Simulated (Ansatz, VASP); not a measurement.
# Be10PdAu: VASP beside Ansatz

Wanted: the spread between two codes on one cell, functional and k mesh. The structure shown is the end of the Ansatz relaxation below.

Program: Ansatz 0.2.0. Level of theory: plane waves, with VASP 6.6.1 beside it; single point at PBEsol and single point at r2SCAN. Results are calculated unless marked as measured.

The structure was built from a prototype and need not be the compound's stable phase.

### 1. Set-up

The structure is tetragonal, space group P-4m2 (No. 115). Conventional cell: a = 4.279 Å, b = 4.279 Å, c = 6.052 Å, α = 90.00°, β = 90.00°, γ = 90.00°. Nearest to Pd lie 16 Be at 2.48 to 2.58 Å. Nearest to Au lie 16 Be at 2.52 to 2.66 Å. Nearest to Be lie 8 Be at 2.11 to 2.52 Å and 1 Pd at 2.48 Å and 2 Au at 2.52 Å. Be has 9 Be at 2.11 to 2.50 Å and 2 Pd at 2.50 Å and 1 Au at 2.53 Å nearest. Nearest to Be lie 12 Be at 2.42 to 2.60 Å and 2 Pd at 2.58 Å and 2 Au at 2.66 Å. It derives from Be5Pd. As first built, before any earlier steps moved the atoms (in the runner's words): kind substitutional alloy; site Pd; solute Au; x 0.5; order random; lattice linear between the end members' cells. Farther neighbours are not listed.

### 2. Ansatz: relaxation, PBEsol

Ansatz runs on its default PAW (the set named soft_2) files.

This run makes the geometry at which the two programs are then compared.

The input, input.yaml:

```yaml
crystal:
  lattice:
    - [6.0515624772, 0.0, 0.0]
    - [0.0, 6.0515624772, 0.0]
    - [0.0, 0.0, 6.0515624772]
  atoms:
    - { symbol: Pd, position: [0.0, 0.0, 0.0] }
    - { symbol: Au, position: [0.5, 0.5, 0.0] }
    - { symbol: Au, position: [0.5, 0.0, 0.5] }
    - { symbol: Pd, position: [0.0, 0.5, 0.5] }
    - { symbol: Be, position: [0.37538555, 0.37538555, 0.37538555] }
    - { symbol: Be, position: [0.87538555, 0.87538555, 0.37538555] }
    - { symbol: Be, position: [0.87538555, 0.37538555, 0.87538555] }
    - { symbol: Be, position: [0.37538555, 0.87538555, 0.87538555] }
    - { symbol: Be, position: [0.37538555, 0.62461445, 0.62461445] }
    - { symbol: Be, position: [0.87538555, 0.12461445, 0.62461445] }
    - { symbol: Be, position: [0.87538555, 0.62461445, 0.12461445] }
    - { symbol: Be, position: [0.37538555, 0.12461445, 0.12461445] }
    - { symbol: Be, position: [0.62461445, 0.62461445, 0.37538555] }
    - { symbol: Be, position: [0.12461445, 0.12461445, 0.37538555] }
    - { symbol: Be, position: [0.12461445, 0.62461445, 0.87538555] }
    - { symbol: Be, position: [0.62461445, 0.12461445, 0.87538555] }
    - { symbol: Be, position: [0.62461445, 0.37538555, 0.62461445] }
    - { symbol: Be, position: [0.12461445, 0.87538555, 0.62461445] }
    - { symbol: Be, position: [0.12461445, 0.37538555, 0.12461445] }
    - { symbol: Be, position: [0.62461445, 0.87538555, 0.12461445] }
    - { symbol: Be, position: [0.75, 0.75, 0.75] }
    - { symbol: Be, position: [0.25, 0.25, 0.75] }
    - { symbol: Be, position: [0.25, 0.75, 0.25] }
    - { symbol: Be, position: [0.75, 0.25, 0.25] }
kpoints:
  mp_grid: { grid: [6, 6, 6] }
scf:
  occupations: { method: fermi_dirac, width: 0.05 }
  n_extra_bands: 25
hamiltonian:
  xc: pbesol
  pseudopotentials: { kind: paw }
output:
  forces: true
relax:
  f_tol: 0.04
  max_steps: 40
```

Started as:

```bash
> ansatz run input.yaml --threads 8 --pin off --max-ram 12288MiB --backend cpu --events-out ev --progress --plain --runs-dir out
```

Numbers of over 12 decimals in the logs are rounded to 6 here.

The log of the run:

```text
scf.n_extra_bands = 25 over 57 filled bands (N_el = 114.0): the run solves 82 bands
Engine: ansatz 0.2.0, aarch64-unknown-linux-gnu
Pseudopotentials: kind: paw
Pseudopotential: Pd, paw, valence charge 18, recommended cutoff 420 eV (normal), Pd.paw.azcp
Pseudopotential: Au, paw, valence charge 19, recommended cutoff 420 eV (normal), Au.paw.azcp
Pseudopotential: Be, paw, valence charge 2, recommended cutoff 420 eV (normal), Be.paw.azcp
Functional definition: PBEsol
  exchange = pbesol_x
  correlation = pbesol_c
Crystal: 24 atoms, lattice volume = 221.617 Å³
Basis set: ecut = 420 eV, 4385 PW (Γ), exchange–correlation on 90×90×90 points (8 copies of the dense FFT grid, shifted against one another)
Bands: 82, of which v1, the nominal top of the filled ones, is band 57 counted from 1 (56 counted from 0)
Symmetry: 16 space group operations
Space group: P-4m2 (ITA 115), of the structure as read, at distance tolerance 6.1e-5 Å
k-points: 40 of 216 (time reversal used)
Non-local potential: Pd, projectors of the file, l = 0: 2, l = 1: 2, l = 2: 2, l = 3: 1
Non-local potential: Au, projectors of the file, l = 0: 3, l = 1: 2, l = 2: 2, l = 3: 1
Non-local potential: Be, projectors of the file, l = 0: 2, l = 1: 2, l = 2: 1
PAW form: soft (Blöchl's): semilocal exchange-correlation on the pseudo side does not see the compensation charge
PAW frozen core: Pd, regenerated for the run's functional, and the local potential with it (the file was generated under x = pbe(κ = 0.804, μ = 0.219515), c = pbe(β = 0.066725))
PAW frozen core: Au, regenerated for the run's functional, and the local potential with it (the file was generated under x = pbe(κ = 0.804, μ = 0.219515), c = pbe(β = 0.066725))
PAW frozen core: Be, regenerated for the run's functional, and the local potential with it (the file was generated under x = pbe(κ = 0.804, μ = 0.219515), c = pbe(β = 0.066725))
PAW one-centre angular grid: Pd, 590 points (default); XC on 64 Gauss nodes
PAW one-centre angular grid: Au, 590 points (default); XC on 64 Gauss nodes
PAW one-centre angular grid: Be, 110 points (default); XC on 64 Gauss nodes
Initial density: superposition of atomic densities (neutral atoms: chi_scale 0, normalization atom), corrected by the library's trained network
Initial wavefunctions: pseudopotential atomic-orbital guess
Functional: x = pbesol(κ = 0.804, μ = 0.123457), c = pbesol(β = 0.046)
SCF iter   1: F=—  HF=-41640.182466 eV  |F-HF|=—  |Δ(HF+E_count)|=         —  Δρ=7.28e-3  dr2=1.46e-1  ethr=1.77e-3  ⟨swp⟩=9.1  Hψ=18353  notcnv=0  defer=350
preconditioner: auto → Kerker (q_TF=auto, 2.442 Å⁻¹)  [metal: Δε(μ)=0.090 eV  Ē_g=9.581 eV  σ=0.050 eV  W_gap=0.42  n_scr=56 (ndim 8)  ℏωp=22.6 eV  f_vac=0.000  D(μ)=2.06/eV (n_scr^D=6)]
SCF iter   2: F=—  HF=-41640.160252 eV  |F-HF|=—  |Δ(HF+E_count)|=   2.22e-2  Δρ=2.70e-3  dr2=2.67e-2  ethr=1.28e-4  ⟨swp⟩=1.9  Hψ=4068  notcnv=0  defer=539
SCF iter   3: F=—  HF=-41640.154912 eV  |F-HF|=—  |Δ(HF+E_count)|=   5.34e-3  Δρ=7.20e-4  dr2=3.66e-3  ethr=2.34e-5  ⟨swp⟩=2.0  Hψ=3196  notcnv=0  defer=539
SCF iter   4: F=—  HF=-41640.154040 eV  |F-HF|=—  |Δ(HF+E_count)|=   8.71e-4  Δρ=1.45e-4  dr2=1.58e-4  ethr=3.21e-6  ⟨swp⟩=2.0  Hψ=3669  notcnv=0  defer=539
iter 5 did not close the SCF: its close was put off for the readings that it lacked (scf_convergence_deferred on its scf_iter line)
SCF iter   5: F=-41640.153990 eV  HF=-41640.154000 eV  |F-HF|=9.47e-6  |Δ(HF+E_count)|=   4.02e-5  Δρ=4.03e-5  dr2=1.06e-5  ethr=1.39e-7  ⟨swp⟩=2.0  Hψ=4012  notcnv=0  defer=539
SCF iter   6: F=-41640.153997 eV  HF=-41640.153998 eV  |F-HF|=8.25e-7  |Δ(HF+E_count)|=   2.06e-6  Δρ=1.34e-5  dr2=9.26e-7  ethr=9.33e-9  ⟨swp⟩=1.8  Hψ=7926  notcnv=0
SCF 1 converged in 6 iterations: F = -41640.153997 eV  dr2 = 9.26e-7
  greatest PAW one-centre occupation: 1.001 electrons in one spin orbital (limit 2), on the Au atom at site 2 (counted from 0), in its partial waves of l = 0
relax step   1: F+E_penalty+E_count = -41640.15399703 eV  Δ(F+E_penalty+E_count) = +0.000e0 eV  max|allowed force component| = 3.660e-1 eV/Å  Δτ_max = 0.0000 Å  (6 SCF iters, dr2 threshold 4.00e-5 eV, accepted)
[...]
relax step   2: F+E_penalty+E_count = -41640.27234255 eV  Δ(F+E_penalty+E_count) = -1.183e-1 eV  max|allowed force component| = 7.058e-2 eV/Å  Δτ_max = 0.0572 Å  (6 SCF iters, dr2 threshold 8.37e-6 eV, accepted)
[...]
relax step   3: F+E_penalty+E_count = -41640.27700904 eV  Δ(F+E_penalty+E_count) = -4.666e-3 eV  max|allowed force component| = 7.871e-3 eV/Å  Δτ_max = 0.0139 Å  (6 SCF iters, accepted)
SCF converged after 6 iterations
Free energy (F): -41640.277009 eV
Harris-Foulkes:  -41640.277009 eV  (|F-HF|=1.15e-9)
Internal energy: -41640.259773 eV  (E = F + TS)
E sigma→0 (E₀):  -41640.268391 eV
Entropy (-TS):   -0.017236 eV (-0.718 meV/atom)
Fermi energy:    12.055223 eV
--- Per-component energies (eV) ---
  E_band       = -1159.578721
  E_kinetic    = 2642.799051
  E_local      = -11332.948052  (includes V_loc(G=0)·N_el)
  E_nonlocal   = 665.450914
  E_hartree    = 4830.523901
  E_xc         = -1187.168876
  E_vxc        = -1396.055657  (∫ρ·V_xc dr)
  E_paw        = -27636.127317  (= ΣΔE_a)
  E_vpaw       = -1399.872534  (= ΣTr[D̂ρ^β])
  E_aug_tail   = 0.003134  (compensation charges beyond the density's cutoff)
  E_ewald      = -9624.207160
  E_core_change = 1.414633  (= ΣΔE_core)
  E_smearing   = -0.017236  (= −TS)
  E_closure    = -0.000000  (closes the sum)
  Σ components = -41640.277009   (vs F -41640.277009, Δ=0.00e0)
--- Forces (eV/Å), atoms counted from 1 ---
  atom   1  Pd     0.00000000     0.00000000     0.00000000
  atom   2  Au    -0.00000000    -0.00000000     0.00000000
  atom   3  Au    -0.00000000    -0.00000000     0.00000000
  atom   4  Pd     0.00000000     0.00000000     0.00000000
  atom   5  Be    -0.00361001    -0.00294002    -0.00294002
  atom   6  Be    -0.00787089    -0.00240861    -0.00240861
  atom   7  Be    -0.00787089    -0.00240861    -0.00240861
  atom   8  Be    -0.00361001    -0.00294002    -0.00294002
  atom   9  Be    -0.00361001     0.00294002     0.00294002
  atom  10  Be    -0.00787089     0.00240861     0.00240861
  atom  11  Be    -0.00787089     0.00240861     0.00240861
  atom  12  Be    -0.00361001     0.00294002     0.00294002
  atom  13  Be     0.00361001     0.00294002    -0.00294002
  atom  14  Be     0.00787089     0.00240861    -0.00240861
  atom  15  Be     0.00787089     0.00240861    -0.00240861
  atom  16  Be     0.00361001     0.00294002    -0.00294002
  atom  17  Be     0.00361001    -0.00294002     0.00294002
  atom  18  Be     0.00787089    -0.00240861     0.00240861
  atom  19  Be     0.00787089    -0.00240861     0.00240861
  atom  20  Be     0.00361001    -0.00294002     0.00294002
  atom  21  Be    -0.00022254    -0.00000000     0.00000000
  atom  22  Be     0.00022254     0.00000000     0.00000000
  atom  23  Be     0.00022254     0.00000000     0.00000000
  atom  24  Be    -0.00022254    -0.00000000     0.00000000
  max |Σ_I F_I| component: 5.20e-17 eV/Å
--- Relaxed structure (3 steps of the walk, 3 accepted, 0 SCFs on fresh bases) ---
  F+E_penalty+E_count = -41640.27700904 eV   max|allowed force component| = 7.871e-3 eV/Å
  atoms:
    - { symbol: Pd, position: [0, 0, 0] }
    - { symbol: Au, position: [0.500000, 0.500000, 0] }
    - { symbol: Au, position: [0.500000, 0, 0.500000] }
    - { symbol: Pd, position: [0, 0.500000, 0.500000] }
    - { symbol: Be, position: [0.371073, 0.376496, 0.376496] }
    - { symbol: Be, position: [0.878362, 0.873354, 0.373354] }
    - { symbol: Be, position: [0.878362, 0.373354, 0.873354] }
    - { symbol: Be, position: [0.371073, 0.876496, 0.876496] }
    - { symbol: Be, position: [0.371073, 0.623504, 0.623504] }
    - { symbol: Be, position: [0.878362, 0.126646, 0.626646] }
    - { symbol: Be, position: [0.878362, 0.626646, 0.126646] }
    - { symbol: Be, position: [0.371073, 0.123504, 0.123504] }
    - { symbol: Be, position: [0.628927, 0.623504, 0.376496] }
    - { symbol: Be, position: [0.121638, 0.126646, 0.373354] }
    - { symbol: Be, position: [0.121638, 0.626646, 0.873354] }
    - { symbol: Be, position: [0.628927, 0.123504, 0.876496] }
    - { symbol: Be, position: [0.628927, 0.376496, 0.623504] }
    - { symbol: Be, position: [0.121638, 0.873354, 0.626646] }
    - { symbol: Be, position: [0.121638, 0.373354, 0.126646] }
    - { symbol: Be, position: [0.628927, 0.876496, 0.123504] }
    - { symbol: Be, position: [0.761761, 0.750000, 0.750000] }
    - { symbol: Be, position: [0.238239, 0.250000, 0.750000] }
    - { symbol: Be, position: [0.238239, 0.750000, 0.250000] }
    - { symbol: Be, position: [0.761761, 0.250000, 0.250000] }
```

(Continued in part 2 of 3.)

[Lines on the potential files, build, host, timing and source positions are cut from VASP's logs without a mark.]

[Logs are printed without paths, hosts, clocks, repeated set-up lines and the standing remarks that a program may print on its own settings, such as how far it seeks lower states.]

[Hosts, paths, dates, database ids (printed as entryN), source tags and the programs' standing remarks are cut or masked in the printed files.]
